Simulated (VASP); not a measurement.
# Si2Ni: accuracy against cost in the SCF threshold and plane-wave cutoff, part 2 of 3

Aim: find how far the SCF threshold and plane-wave cutoff must be pushed for Si2Ni, and what that costs. The series runs use PBEsol. The start is a cell from a database of measured crystal structures.

VASP 6.6.1; PBEsol, spin-polarised from a ferromagnetic start (one magnetic atom a cell); plane waves and PAW (Si, Ni).

Still holding for the runs below: The k-mesh is coarse for a metal.

So far. Step 5 (SCF threshold: EDIFF = 1E-05): Against the run before the energy stays within 0.01 meV an atom; the pressure moves by -0.08 GPa, after 12 cycles in 12 s.

**6. SCF threshold: EDIFF = 1E-06**

INCAR reads:

```
SYSTEM = Si2Ni
PREC = Accurate
ENCUT = 400
EDIFF = 1E-06
NELM = 100
ISMEAR = -1
SIGMA = 0.05
LREAL = .FALSE.
ALGO = Normal
GGA = PS
NBANDS = 17
ISPIN = 2
MAGMOM = 0 0 1
LASPH = .TRUE.
LMAXMIX = 4
LORBIT = 11
LWAVE = .FALSE.
LCHARG = .FALSE.
KPAR = 4
ISIF = 2
```

POSCAR reads:

```
Si2Ni
1.0
    0.0000000000      2.7030000000      2.7030000000
    2.7030000000      0.0000000000      2.7030000000
    2.7030000000      2.7030000000      0.0000000000
Si Ni
2 1
Direct
    0.2500000000      0.2500000000      0.2500000000
    0.7500000000      0.7500000000      0.7500000000
    0.0000000000      0.0000000000      0.0000000000
```

KPOINTS reads:

```
Automatic mesh
0
Gamma
7 7 7
0 0 0
```

Potentials, in the order of the species: Si and Ni (PBE family, release 64).

Run with:

```console
$ mpirun -np 4 vasp_std
```

The program printed:

```text
[... set-up lines as in an earlier step ...]
 entering main loop
       N       E                     dE             d eps       ncg     rms          rms(c)
[... 11 cycles as in an earlier step ...]
DAV:  12    -0.190003060798E+02    0.66645E-05   -0.77831E-05  1579   0.662E-02    0.390E-02
DAV:  13    -0.190003088963E+02   -0.28165E-05   -0.46119E-06  1606   0.285E-02    0.145E-02
DAV:  14    -0.190003088683E+02    0.27979E-07   -0.17196E-06  1319   0.244E-02
   1 F= -.19000309E+02 E0= -.18996848E+02  d E =-.692138E-02  mag=     0.0001
```

Wall time 12 s (4 MPI ranks of AMD EPYC 7R13 (Zen 3), shared host); peak memory 0.58 GiB; 37 s of CPU time.

Parts of OUTCAR (step 6):

```text
  Total       -0.3981776     -0.3981776     -0.3981776      0.0000000     -0.0000000      0.0000000
  in kB      -16.1517368    -16.1517368    -16.1517368      0.0000000     -0.0000000      0.0000000
  external PRESSURE =     -16.1517368 kB  Pullay stress =       0.0000000 kB

 POSITION                                       TOTAL-FORCE (eV/Angst)
 -----------------------------------------------------------------------------------
      1.35150      1.35150      1.35150         0.000000     -0.000000      0.000000
      4.05450      4.05450      4.05450        -0.000000      0.000000      0.000000
      0.00000      0.00000      0.00000        -0.000000     -0.000000     -0.000000
 -----------------------------------------------------------------------------------
    total drift:                               -0.000000     -0.000000      0.000000

  FREE ENERGIE OF THE ION-ELECTRON SYSTEM (eV)
  ---------------------------------------------------
  free  energy   TOTEN  =       -19.0003088683 eV

  energy  without entropy=      -18.9933874932  energy(sigma->0) =      -18.99684818

 magnetization (x)
# of ion       s       p       d       tot
------------------------------------------
    1       -0.000  -0.000   0.000  -0.000
    2       -0.000  -0.000   0.000  -0.000
    3        0.000   0.000   0.000   0.000
--------------------------------------------------
tot         -0.000  -0.000   0.000   0.000

[... 2 parts as in an earlier step ...]

[... 1 further part left out ...]
[key lines of the parts left out:]
E-fermi :  10.2964
```

Against the run before the energy stays within 0.01 meV an atom; the pressure moves by -0.44 GPa, after 14 cycles in 12 s.

**7. SCF threshold: EDIFF = 1E-08**

Edit INCAR of step 6 so:

```diff
@@ -3,3 +3,3 @@
 ENCUT = 400
-EDIFF = 1E-06
+EDIFF = 1E-08
 NELM = 100
```

POSCAR is that of step 6.

KPOINTS is that of step 6.

Run with:

```console
$ mpirun -np 4 vasp_std
```

The program printed:

```text
[... set-up lines as in an earlier step ...]
 entering main loop
       N       E                     dE             d eps       ncg     rms          rms(c)
[... 12 cycles as in an earlier step ...]
DAV:  13    -0.190003088963E+02   -0.28165E-05   -0.46119E-06  1609   0.285E-02    0.145E-02
DAV:  14    -0.190003088783E+02    0.18002E-07   -0.18286E-06  1638   0.244E-02    0.705E-03
DAV:  15    -0.190003085166E+02    0.36167E-06   -0.70682E-07  1855   0.125E-02    0.292E-03
DAV:  16    -0.190003084783E+02    0.38313E-07   -0.70198E-08  1573   0.211E-03    0.158E-03
DAV:  17    -0.190003085159E+02   -0.37586E-07   -0.11662E-08   859   0.247E-03    0.672E-04
DAV:  18    -0.190003085638E+02   -0.47857E-07   -0.95787E-09   729   0.182E-03    0.782E-05
DAV:  19    -0.190003085656E+02   -0.18040E-08   -0.45509E-09   728   0.589E-04
   1 F= -.19000309E+02 E0= -.18996848E+02  d E =-.692136E-02  mag=     0.0000
```

Wall time 17 s (4 MPI ranks); peak memory 0.57 GiB; 54 s of CPU time.

From OUTCAR (step 7):

```text
  Total       -0.4142202     -0.4142202     -0.4142202     -0.0000000     -0.0000000      0.0000000
  in kB      -16.8024930    -16.8024930    -16.8024930     -0.0000000     -0.0000000      0.0000000
  external PRESSURE =     -16.8024930 kB  Pullay stress =       0.0000000 kB

  FREE ENERGIE OF THE ION-ELECTRON SYSTEM (eV)
  ---------------------------------------------------
  free  energy   TOTEN  =       -19.0003085656 eV

  energy  without entropy=      -18.9933872103  energy(sigma->0) =      -18.99684789

 magnetization (x)
# of ion       s       p       d       tot
------------------------------------------
    1        0.000   0.000   0.000   0.000
    2        0.000   0.000   0.000   0.000
    3       -0.000  -0.000   0.000   0.000
--------------------------------------------------
tot          0.000  -0.000   0.000   0.000

[... 3 parts as in an earlier step ...]

[... 1 further part left out ...]
[key lines of the parts left out:]
E-fermi :  10.2967
```

Against the run before the energy stays within 0.01 meV an atom; the pressure moves by -0.07 GPa, after 19 cycles in 17 s.

**8. The SCF threshold series as a table**

This step: convergence of PBEsol results with the threshold; plane waves and PAW (VASP 6.6.1).

Derived from the runs above.

Differences are taken from the run with EDIFF = 1E-08. Results of the series, by row:

| setting | status | energy less the reference (meV/atom) | pressure (GPa) | moment (μB) | SCF cycles | wall time (s) |
| --- | --- | --- | --- | --- | --- | --- |
| EDIFF = 0.01 | converged | -0.05555 | 1.72 | 0.005 | 10 | 5.8 |
| EDIFF = 0.001 | converged | -0.09536 | 2.861 | 0.005 | 10 | 8.6 |
| EDIFF = 1E-04 | converged | 0.001063 | -1.095 | -2.00e-4 | 12 | 11.6 |
| EDIFF = 1E-05 | converged | 7.50e-4 | -1.178 | -1.00e-4 | 12 | 11.6 |
| EDIFF = 1E-06 | converged | -9.67e-5 | -1.615 | 1.00e-4 | 14 | 11.8 |
| EDIFF = 1E-08 | converged | 0 | -1.68 | 0 | 19 | 17.4 |

**9. Plane-wave cutoff: ENCUT = 160**

This step: PBEsol, spin-polarised from a ferromagnetic start (one magnetic atom a cell); plane waves and PAW (Si, Ni) (VASP 6.6.1).

The basis grows with ENCUT, and energy and stress both move with it.

Edit INCAR of step 7 so:

```diff
@@ -2,4 +2,4 @@
 PREC = Accurate
-ENCUT = 400
-EDIFF = 1E-08
+ENCUT = 160
+EDIFF = 1E-06
 NELM = 100
```

POSCAR is that of step 7.

KPOINTS is that of step 7.

Run with:

```console
$ mpirun -np 4 vasp_std
```

The program printed:

```text
[... set-up lines as in an earlier step ...]
 entering main loop
       N       E                     dE             d eps       ncg     rms          rms(c)
DAV:   1     0.138727606576E+02    0.13873E+02   -0.36152E+03  1473   0.357E+02
DAV:   2    -0.204188501343E+02   -0.34292E+02   -0.31951E+02  1720   0.993E+01
DAV:   3    -0.209928597269E+02   -0.57401E+00   -0.57087E+00  1532   0.129E+01
DAV:   4    -0.209943152267E+02   -0.14555E-02   -0.14552E-02  1650   0.727E-01
DAV:   5    -0.209943197556E+02   -0.45289E-05   -0.45300E-05  1550   0.369E-02    0.287E+01
DAV:   6    -0.256194797123E+02   -0.46252E+01   -0.72150E+01  1391   0.107E+02    0.181E+01
DAV:   7    -0.163957021583E+02    0.92238E+01   -0.15307E+01  1392   0.498E+01    0.692E+00
DAV:   8    -0.162670987718E+02    0.12860E+00   -0.43738E+00  1548   0.279E+01    0.698E+00
DAV:   9    -0.158351858925E+02    0.43191E+00   -0.19223E+00  1420   0.172E+01    0.163E+00
DAV:  10    -0.158175166398E+02    0.17669E-01   -0.67959E-02  1421   0.302E+00    0.743E-01
DAV:  11    -0.158169862190E+02    0.53042E-03   -0.64155E-03  1498   0.981E-01    0.381E-01
DAV:  12    -0.158164931102E+02    0.49311E-03   -0.21483E-03  1413   0.528E-01    0.102E-01
DAV:  13    -0.158164516758E+02    0.41434E-04   -0.57631E-05  1581   0.433E-02    0.622E-02
DAV:  14    -0.158164369572E+02    0.14719E-04   -0.15049E-05  1432   0.499E-02    0.999E-03
DAV:  15    -0.158164326328E+02    0.43244E-05   -0.53374E-06  1451   0.135E-02    0.692E-03
DAV:  16    -0.158164317067E+02    0.92612E-06   -0.13943E-07   728   0.355E-03
   1 F= -.15816432E+02 E0= -.15813213E+02  d E =-.643731E-02  mag=    -0.0000
```

The job ended after 4.8 s (4 MPI ranks; peak memory 0.37 GiB).

OUTCAR, selected parts (step 9):

```text
   ENCUT  =  160.0 eV  11.76 Ry    3.43 a.u.   3.94  3.94  3.94*2*pi/ulx,y,z

   NELECT =      18.0000    total number of electrons

 E-fermi :  10.1425

 spin component 1
 k-point     1 :       0.0000    0.0000    0.0000
  band No.  band energies     occupation
    ...
      3       4.9221      1.00000
      4       4.9221      1.00000
      5       6.3449      1.00000
      6       6.3449      1.00000
      7      10.0109      0.93284
      8      12.0802      0.00000
      9      12.0802      0.00000
     10      12.0802      0.00000
     11      12.7396      0.00000
     12      12.7396      0.00000
    ...

 k-point     2 :       0.1429    0.0000    0.0000
  band No.  band energies     occupation
    ...
      3       4.9593      1.00000
      4       4.9593      1.00000
      5       6.2866      1.00000
      6       6.2866      1.00000
      7       9.1187      1.00000
      8      10.9742      0.00000
      9      11.0530      0.00000
     10      11.0530      0.00000
     11      13.4016      0.00000
     12      13.4016      0.00000
    ...

  Total      -33.6751313    -33.6751313    -33.6751313     -0.0000000     -0.0000000     -0.0000000
  in kB    -1366.0032959  -1366.0032959  -1366.0032959     -0.0000000     -0.0000000     -0.0000000
  external PRESSURE =   -1366.0032959 kB  Pullay stress =       0.0000000 kB

 POSITION                                       TOTAL-FORCE (eV/Angst)
 -----------------------------------------------------------------------------------
      1.35150      1.35150      1.35150        -0.000000     -0.000000     -0.000000
      4.05450      4.05450      4.05450         0.000000      0.000000      0.000000
      0.00000      0.00000      0.00000         0.000000     -0.000000     -0.000000
 -----------------------------------------------------------------------------------
    total drift:                                0.000000     -0.000000     -0.000000

  FREE ENERGIE OF THE ION-ELECTRON SYSTEM (eV)
  ---------------------------------------------------
  free  energy   TOTEN  =       -15.8164317067 eV

  energy  without entropy=      -15.8099943967  energy(sigma->0) =      -15.81321305

[... 6 parts as in an earlier step ...]

[... 15 further parts left out ...]
```

Numbers from this step:

```yaml
scf_cycles: 16
free_energy_toten: -15.82 eV
energy_at_zero_smearing: -15.81 eV
fermi_energy: 10.14 eV
pressure: -136.6 GPa
```

The series starts at -5.2711 eV an atom and -136.60 GPa, after 16 cycles in 4.8 s.

**10. Plane-wave cutoff: ENCUT = 200**

Edit INCAR of step 9 so:

```diff
@@ -2,3 +2,3 @@
 PREC = Accurate
-ENCUT = 160
+ENCUT = 200
 EDIFF = 1E-06
```

POSCAR is that of step 9.

KPOINTS is that of step 9.

Run with:

```console
$ mpirun -np 4 vasp_std
```

The program printed:

```text
[... set-up lines as in an earlier step ...]
 entering main loop
       N       E                     dE             d eps       ncg     rms          rms(c)
DAV:   1     0.263538193724E+02    0.26354E+02   -0.41842E+03  1448   0.453E+02
DAV:   2    -0.199822820814E+02   -0.46336E+02   -0.42723E+02  1580   0.122E+02
DAV:   3    -0.211282845118E+02   -0.11460E+01   -0.11339E+01  1627   0.203E+01
DAV:   4    -0.211344327256E+02   -0.61482E-02   -0.61462E-02  1604   0.160E+00
[...]
DAV:  13    -0.185156820416E+02   -0.48429E-05   -0.29072E-06  1535   0.124E-02    0.120E-02
DAV:  14    -0.185156848157E+02   -0.27741E-05   -0.15070E-06  1428   0.975E-03    0.691E-03
DAV:  15    -0.185156847166E+02    0.99154E-07   -0.17337E-07   957   0.324E-03
   1 F= -.18515685E+02 E0= -.18512308E+02  d E =-.675290E-02  mag=     0.0000
```

Elapsed: 5.6 s, on 4 MPI ranks; peak memory 0.37 GiB; 16 s of CPU time.

OUTCAR, selected parts (step 10):

```text
  Total       -8.2820107     -8.2820107     -8.2820107     -0.0000000     -0.0000000      0.0000000
  in kB     -335.9527778   -335.9527778   -335.9527778     -0.0000000     -0.0000000      0.0000000
  external PRESSURE =    -335.9527778 kB  Pullay stress =       0.0000000 kB

 POSITION                                       TOTAL-FORCE (eV/Angst)
 -----------------------------------------------------------------------------------
      1.35150      1.35150      1.35150        -0.000000      0.000000     -0.000000
      4.05450      4.05450      4.05450         0.000000      0.000000      0.000000
      0.00000      0.00000      0.00000         0.000000     -0.000000     -0.000000
 -----------------------------------------------------------------------------------
    total drift:                                0.000000     -0.000000     -0.000000

  FREE ENERGIE OF THE ION-ELECTRON SYSTEM (eV)
  ---------------------------------------------------
  free  energy   TOTEN  =       -18.5156847166 eV

  energy  without entropy=      -18.5089318160  energy(sigma->0) =      -18.51230827

 magnetization (x)
# of ion       s       p       d       tot
------------------------------------------
    1        0.000  -0.000   0.000   0.000
    2        0.000  -0.000   0.000   0.000
    3       -0.000   0.000   0.000   0.000
--------------------------------------------------
tot         -0.000   0.000   0.000   0.000

[... 1 part as in an earlier step ...]

[... 2 further parts left out ...]
[key lines of the parts left out:]
E-fermi :  10.1871
```

Against the run before the energy moves by -899.70 meV an atom and the pressure by +103.01 GPa, after 15 cycles in 5.6 s.

**11. Plane-wave cutoff: ENCUT = 240**

Edit INCAR of step 10 so:

```diff
@@ -2,3 +2,3 @@
 PREC = Accurate
-ENCUT = 200
+ENCUT = 240
 EDIFF = 1E-06
```

POSCAR is that of step 10.

KPOINTS is that of step 10.

Run with:

```console
$ mpirun -np 4 vasp_std
```

The program printed:

```text
[... set-up lines as in an earlier step ...]
 entering main loop
       N       E                     dE             d eps       ncg     rms          rms(c)
DAV:   1     0.330408913010E+02    0.33041E+02   -0.45759E+03  1432   0.541E+02
DAV:   2    -0.194813936964E+02   -0.52522E+02   -0.48250E+02  1564   0.138E+02
DAV:   3    -0.210794860135E+02   -0.15981E+01   -0.15821E+01  1644   0.257E+01
DAV:   4    -0.210947705413E+02   -0.15285E-01   -0.15269E-01  1533   0.261E+00
[...]
DAV:  13    -0.189081894161E+02   -0.41711E-05   -0.39599E-06  1577   0.215E-02    0.116E-02
DAV:  14    -0.189081908526E+02   -0.14365E-05   -0.16089E-06  1329   0.174E-02    0.645E-03
DAV:  15    -0.189081909137E+02   -0.61084E-07   -0.32691E-07   839   0.611E-03
   1 F= -.18908191E+02 E0= -.18904707E+02  d E =-.696772E-02  mag=     0.0000
```

The job ended after 6.4 s (4 MPI ranks; peak memory 0.4 GiB; 19 s of CPU time).

OUTCAR, selected parts (step 11):

```text
  Total       -1.8830731     -1.8830731     -1.8830731     -0.0000000      0.0000000     -0.0000000
  in kB      -76.3852713    -76.3852713    -76.3852713     -0.0000000      0.0000000     -0.0000000
  external PRESSURE =     -76.3852713 kB  Pullay stress =       0.0000000 kB

 POSITION                                       TOTAL-FORCE (eV/Angst)
 -----------------------------------------------------------------------------------
      1.35150      1.35150      1.35150        -0.000000      0.000000      0.000000
      4.05450      4.05450      4.05450         0.000000      0.000000     -0.000000
      0.00000      0.00000      0.00000         0.000000     -0.000000     -0.000000
 -----------------------------------------------------------------------------------
    total drift:                               -0.000000     -0.000000      0.000000

  FREE ENERGIE OF THE ION-ELECTRON SYSTEM (eV)
  ---------------------------------------------------
  free  energy   TOTEN  =       -18.9081909137 eV

  energy  without entropy=      -18.9012231960  energy(sigma->0) =      -18.90470705

 magnetization (x)
# of ion       s       p       d       tot
------------------------------------------
    1       -0.000   0.000   0.000  -0.000
    2       -0.000   0.000   0.000  -0.000
    3       -0.000   0.000  -0.000  -0.000
--------------------------------------------------
tot         -0.000   0.000  -0.000  -0.000

[... 1 part as in an earlier step ...]

[... 2 further parts left out ...]
[key lines of the parts left out:]
E-fermi :  10.2864
```

Against the run before the energy moves by -130.80 meV an atom and the pressure by +25.96 GPa, after 15 cycles in 6.4 s.

**12. Plane-wave cutoff: ENCUT = 270**

Edit INCAR of step 11 so:

```diff
@@ -2,3 +2,3 @@
 PREC = Accurate
-ENCUT = 240
+ENCUT = 270
 EDIFF = 1E-06
```

POSCAR is that of step 11.

KPOINTS is that of step 11.

Run with:

```console
$ mpirun -np 4 vasp_std
```

The program printed:

```text
[... set-up lines as in an earlier step ...]
 entering main loop
       N       E                     dE             d eps       ncg     rms          rms(c)
DAV:   1     0.394078252279E+02    0.39408E+02   -0.48278E+03  1416   0.605E+02
DAV:   2    -0.192322255368E+02   -0.58640E+02   -0.53174E+02  1559   0.150E+02
DAV:   3    -0.210700258169E+02   -0.18378E+01   -0.18169E+01  1656   0.292E+01
DAV:   4    -0.210905692883E+02   -0.20543E-01   -0.20525E-01  1626   0.319E+00
[...]
DAV:  12    -0.189715729045E+02    0.69906E-05   -0.68647E-05  1551   0.602E-02    0.346E-02
DAV:  13    -0.189715759418E+02   -0.30373E-05   -0.39093E-06  1579   0.221E-02    0.132E-02
DAV:  14    -0.189715763887E+02   -0.44697E-06   -0.17220E-06  1355   0.215E-02
   1 F= -.18971576E+02 E0= -.18968116E+02  d E =-.692127E-02  mag=     0.0000
```

Wall time 5.4 s (4 MPI ranks); peak memory 0.39 GiB.

Parts of OUTCAR (step 12):

```text
  Total       -0.6973988     -0.6973988     -0.6973988      0.0000000      0.0000000      0.0000000
  in kB      -28.2893925    -28.2893925    -28.2893925      0.0000000      0.0000000      0.0000000
  external PRESSURE =     -28.2893925 kB  Pullay stress =       0.0000000 kB

 POSITION                                       TOTAL-FORCE (eV/Angst)
 -----------------------------------------------------------------------------------
      1.35150      1.35150      1.35150        -0.000000     -0.000000     -0.000000
      4.05450      4.05450      4.05450         0.000000      0.000000      0.000000
      0.00000      0.00000      0.00000         0.000000      0.000000      0.000000
 -----------------------------------------------------------------------------------
    total drift:                               -0.000000     -0.000000      0.000000

  FREE ENERGIE OF THE ION-ELECTRON SYSTEM (eV)
  ---------------------------------------------------
  free  energy   TOTEN  =       -18.9715763887 eV

  energy  without entropy=      -18.9646551179  energy(sigma->0) =      -18.96811575

 magnetization (x)
# of ion       s       p       d       tot
------------------------------------------
    1       -0.000  -0.000   0.000  -0.000
    2       -0.000  -0.000   0.000  -0.000
    3        0.000   0.000   0.000   0.000
--------------------------------------------------
tot         -0.000   0.000   0.000   0.000

[... 1 part as in an earlier step ...]

[... 2 further parts left out ...]
[key lines of the parts left out:]
E-fermi :  10.3027
```

Against the run before the energy moves by -21.14 meV an atom and the pressure by +4.81 GPa, after 14 cycles in 5.4 s.

[end of part 2 of 3]

[Lines on the potential files, build, host, timing and source positions are cut from VASP's logs without a mark.]

[Logs are printed without paths, hosts, clocks, repeated set-up lines and the standing remarks that a program may print on its own settings, such as how far it seeks lower states.]

[Hosts, paths, dates, database ids (printed as entryN), source tags and the programs' standing remarks are cut or masked in the printed files.]

[A measured line is paired with the nearest computed mode of its activity, which favours agreement.]
